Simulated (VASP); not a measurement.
Consider the following.

```
CELL_PARAMETERS angstrom
      0.00000     2.39105     2.39105
      2.39105     0.00000     2.39105
      2.39105     2.39105     0.00000
ATOMIC_POSITIONS crystal
  Cd 0.00000 0.00000 0.00000
  O  0.50000 0.50000 0.50000
```

Level of theory: PBE GGA, VASP's PBE PAW potentials (set 64) (plane waves; VASP). Run with 520 eV cut-off, 8×8×8 Γ-centred mesh, Gaussian smearing of 0.050 eV, potentials Cd O.

Q: Predict the energy per atom (σ→0), band gap (on the k-mesh) with the smallest direct gap where there is one.

A: 
```yaml
band gap (on the k-mesh): none (metal, semimetal or under 0.01 eV)
energy per atom (σ→0): -3.865 eV/atom
```

The compound is CdO in the rock salt structure. It was relaxed first, which changed the volume by +5 %.
